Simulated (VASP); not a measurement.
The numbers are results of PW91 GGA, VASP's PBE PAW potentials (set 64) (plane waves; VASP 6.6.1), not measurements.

Input for VASP

### INCAR
```
SYSTEM = Ru
PREC = Accurate
ENCUT = 520
EDIFF = 1E-6
NELM = 100
ALGO = Normal
LREAL = .FALSE.
LASPH = .TRUE.
ISMEAR = 1
SIGMA = 0.1
GGA = 91
LMAXMIX = 4
LWAVE = .FALSE.
LCHARG = .FALSE.
IBRION = 2
ISIF = 3
NSW = 60
EDIFFG = -0.01
```

POSCAR:
```
Ru
1
    1.3550000000    -2.3469290000     0.0000000000
    1.3550000000     2.3469290000     0.0000000000
    0.0000000000     0.0000000000     4.2800000000
Ru
2
Direct
  0.3333330000   0.6666670000   0.2500000000
  0.6666670000   0.3333330000   0.7500000000
```

KPOINTS:
```
Automatic mesh
0
Gamma
14 14 8
0 0 0
```

POTCAR, in this order: Ru_pv (PBE.64 set). Program: vasp_std.

Output of the run:

File OSZICAR:
```
       N       E                     dE             d eps       ncg     rms          rms(c)
DAV:   1     0.286182449875E+03    0.28618E+03   -0.18119E+04  4328   0.173E+03
DAV:   2    -0.130185387945E+02   -0.29920E+03   -0.29358E+03  4608   0.495E+02
DAV:   3    -0.197264456529E+02   -0.67079E+01   -0.65202E+01  4514   0.791E+01
DAV:   4    -0.197959175785E+02   -0.69472E-01   -0.69212E-01  5316   0.706E+00
DAV:   5    -0.197968769725E+02   -0.95939E-03   -0.95936E-03  4698   0.763E-01    0.178E+01
DAV:   6    -0.185120493272E+02    0.12848E+01   -0.34737E+00  4356   0.195E+01    0.461E+00
DAV:   7    -0.184277160312E+02    0.84333E-01   -0.26196E-01  4426   0.484E+00    0.109E+00
DAV:   8    -0.184193352384E+02    0.83808E-02   -0.69300E-03  4428   0.100E+00    0.187E-01
DAV:   9    -0.184193043584E+02    0.30880E-04   -0.52059E-04  5512   0.243E-01    0.438E-02
DAV:  10    -0.184193137288E+02   -0.93704E-05   -0.15970E-05  4770   0.416E-02    0.145E-02
DAV:  11    -0.184193175735E+02   -0.38446E-05   -0.79907E-07  2772   0.797E-03    0.201E-03
DAV:  12    -0.184193175795E+02   -0.60140E-08   -0.67316E-08  2210   0.209E-03
   1 F= -.18419318E+02 E0= -.18418951E+02  d E =-.184193E+02
       N       E                     dE             d eps       ncg     rms          rms(c)
DAV:   1    -0.203290017758E+02   -0.19097E+01   -0.41361E+01  4330   0.802E+01    0.949E+00
DAV:   2    -0.183678777051E+02    0.19611E+01   -0.61647E+00  4328   0.257E+01    0.246E+00
DAV:   3    -0.183516217343E+02    0.16256E-01   -0.20951E-01  4360   0.426E+00    0.105E+00
DAV:   4    -0.183654096674E+02   -0.13788E-01   -0.92388E-03  4420   0.862E-01    0.405E-01
DAV:   5    -0.183685164750E+02   -0.31068E-02   -0.30088E-03  4906   0.398E-01    0.875E-02
DAV:   6    -0.183685037998E+02    0.12675E-04   -0.12904E-04  5224   0.947E-02    0.169E-02
DAV:   7    -0.183684997111E+02    0.40887E-05   -0.95146E-06  4676   0.261E-02    0.769E-03
DAV:   8    -0.183684998886E+02   -0.17752E-06   -0.39246E-07  2462   0.462E-03
   2 F= -.18368500E+02 E0= -.18368065E+02  d E =0.508177E-01
       N       E                     dE             d eps       ncg     rms          rms(c)
DAV:   1    -0.194697428532E+02   -0.11012E+01   -0.21904E+01  4338   0.566E+01    0.937E+00
DAV:   2    -0.184387365368E+02    0.10310E+01   -0.31487E+00  4336   0.188E+01    0.141E+00
DAV:   3    -0.184176620352E+02    0.21075E-01   -0.14589E-01  4392   0.361E+00    0.111E+00
DAV:   4    -0.184256847193E+02   -0.80227E-02   -0.70106E-03  4434   0.747E-01    0.270E-01
DAV:   5    -0.184266608868E+02   -0.97617E-03   -0.10597E-03  5050   0.228E-01    0.587E-02
DAV:   6    -0.184266228674E+02    0.38019E-04   -0.52461E-05  4850   0.614E-02    0.741E-03
DAV:   7    -0.184266242072E+02   -0.13399E-05   -0.46662E-06  4446   0.187E-02    0.687E-03
DAV:   8    -0.184266236648E+02    0.54245E-06   -0.27767E-07  2300   0.429E-03
   3 F= -.18426624E+02 E0= -.18426231E+02  d E =-.730609E-02
       N       E                     dE             d eps       ncg     rms          rms(c)
DAV:   1    -0.184266783097E+02   -0.54102E-04   -0.11075E-03  4338   0.410E-01    0.586E-02
DAV:   2    -0.184266263658E+02    0.51944E-04   -0.15312E-04  4340   0.131E-01    0.949E-03
DAV:   3    -0.184266259731E+02    0.39272E-06   -0.76757E-06  4354   0.264E-02
   4 F= -.18426626E+02 E0= -.18426234E+02  d E =-.730839E-02
       N       E                     dE             d eps       ncg     rms          rms(c)
DAV:   1    -0.184266747783E+02   -0.48412E-04   -0.10756E-03  4332   0.405E-01    0.578E-02
DAV:   2    -0.184266241146E+02    0.50664E-04   -0.14918E-04  4338   0.129E-01    0.939E-03
DAV:   3    -0.184266237576E+02    0.35697E-06   -0.75108E-06  4350   0.261E-02
   5 F= -.18426624E+02 E0= -.18426232E+02  d E =-.730618E-02
       N       E                     dE             d eps       ncg     rms          rms(c)
DAV:   1    -0.184281758911E+02   -0.15518E-02   -0.57897E-02  4366   0.210E+00    0.235E-01
DAV:   2    -0.184269385886E+02    0.12373E-02   -0.17209E-03  4346   0.399E-01    0.989E-02
DAV:   3    -0.184266764082E+02    0.26218E-03   -0.88362E-04  5180   0.209E-01    0.209E-02
DAV:   4    -0.184266774354E+02   -0.10272E-05   -0.26548E-05  5186   0.596E-02    0.138E-02
DAV:   5    -0.184266776588E+02   -0.22340E-06   -0.19336E-06  3230   0.110E-02
   6 F= -.18426678E+02 E0= -.18426302E+02  d E =-.539012E-04
       N       E                     dE             d eps       ncg     rms          rms(c)
DAV:   1    -0.184268756325E+02   -0.19820E-03   -0.67269E-03  4364   0.716E-01    0.804E-02
DAV:   2    -0.184267300984E+02    0.14553E-03   -0.20213E-04  4352   0.136E-01    0.339E-02
DAV:   3    -0.184266991173E+02    0.30981E-04   -0.10379E-04  5134   0.716E-02    0.700E-03
DAV:   4    -0.184266992088E+02   -0.91438E-07   -0.30703E-06  3972   0.205E-02
   7 F= -.18426699E+02 E0= -.18426317E+02  d E =-.754511E-04
```

### OUTCAR
```
------------------------ aborting loop because EDIFF is reached ----------------------------------------
  FORCE on cell =-STRESS in cart. coord.  units (eV):
  Direction    XX          YY          ZZ          XY          YZ          ZX
  --------------------------------------------------------------------------------------
  Total        0.0150672      0.0150672      0.0191527      0.0000000     -0.0000000     -0.0000000
  in kB        0.8726536      0.8726537      1.1092752      0.0000000     -0.0000000     -0.0000000
  external PRESSURE =       0.9515275 kB  Pullay stress =       0.0000000 kB
  volume of cell :       27.66
      direct lattice vectors                 reciprocal lattice vectors
     1.363462017 -2.361585647 -0.000000000     0.366713552 -0.211722154  0.000000000
     1.363462017  2.361585647  0.000000000     0.366713552  0.211722154  0.000000000
    -0.000000000  0.000000000  4.295606215     0.000000000 -0.000000000  0.232796013
 POSITION                                       TOTAL-FORCE (eV/Angst)
 -----------------------------------------------------------------------------------
      1.36346      0.78720      1.07390         0.000000      0.000000      0.000000
      1.36346     -0.78720      3.22170        -0.000000     -0.000000      0.000000
 -----------------------------------------------------------------------------------
    total drift:                               -0.000000      0.000518     -0.000045
  FREE ENERGIE OF THE ION-ELECTRON SYSTEM (eV)
  ---------------------------------------------------
  free  energy   TOTEN  =       -18.4266992088 eV

  energy  without entropy=      -18.4255518369  energy(sigma->0) =      -18.42631675

 reached required accuracy - stopping structural energy minimisation
```
(Selected blocks of OUTCAR.)

**CONTCAR**
```
Ru
   1.00000000000000
     1.3634620174082748   -2.3615856470069643   -0.0000000000000000
     1.3634620174082748    2.3615856470069643    0.0000000000000000
    -0.0000000000000000    0.0000000000000000    4.2956062150777443
  Ru
     2
Direct
     0.3333330000000032    0.6666669999999968    0.2500000000000000
     0.6666669999999968    0.3333330000000032    0.7500000000000000
```

OUTCAR:
```
 val. band max:       12.4661923120   @ k =   0.2857   0.1429   0.1250

 cond. band min:      12.4946518263   @ k =   0.2143   0.0714   0.0000


 Fermi energy:        12.4678700612

 k-point     1 :       0.0000    0.0000    0.0000
  band No.  band energies     occupation
      1     -31.0043      2.00000
      2     -30.1113      2.00000
      3     -30.1113      2.00000
      4     -29.9453      2.00000
      5     -29.9453      2.00000
      6     -29.9091      2.00000
      7       4.6649      2.00000
      8       6.4396      2.00000
      9       9.9547      2.00000
     10       9.9547      2.00000
     11      10.1625      2.00000
     12      10.6241      2.00000
     13      10.6241      2.00000
     14      11.0883      2.00000
     15      11.0883      2.00000
     16      13.6275     -0.00000
     17      13.6276     -0.00000
     18      13.8808     -0.00000

 k-point     2 :       0.0714    0.0000    0.0000
  band No.  band energies     occupation
      1     -30.9878      2.00000
      2     -30.1458      2.00000
      3     -30.1231      2.00000
      4     -29.9814      2.00000
      5     -29.9500      2.00000
      6     -29.9169      2.00000
      7       4.8500      2.00000
      8       6.5792      2.00000
      9       9.6325      2.00000
     10      10.1035      2.00000
     11      10.4377      2.00000
     12      10.5529      2.00000
     13      10.7607      2.00000
     14      10.9071      2.00000
     15      10.9765      2.00000
     16      12.3924      1.95509
     17      13.6975     -0.00000
     18      15.3714      0.00000

 k-point     3 :       0.1429    0.0000    0.0000
  band No.  band energies     occupation
      1     -30.9399      2.00000
      2     -30.2423      2.00000
      3     -30.1553      2.00000
      4     -30.0810      2.00000
      5     -29.9637      2.00000
      6     -29.9406      2.00000
      7       5.3710      2.00000
      8       6.9333      2.00000
      9       9.1998      2.00000
...
```

The compound is Ru in the hcp structure. This run relaxes it. Symmetry was kept, so distortions that lower it aren't found.
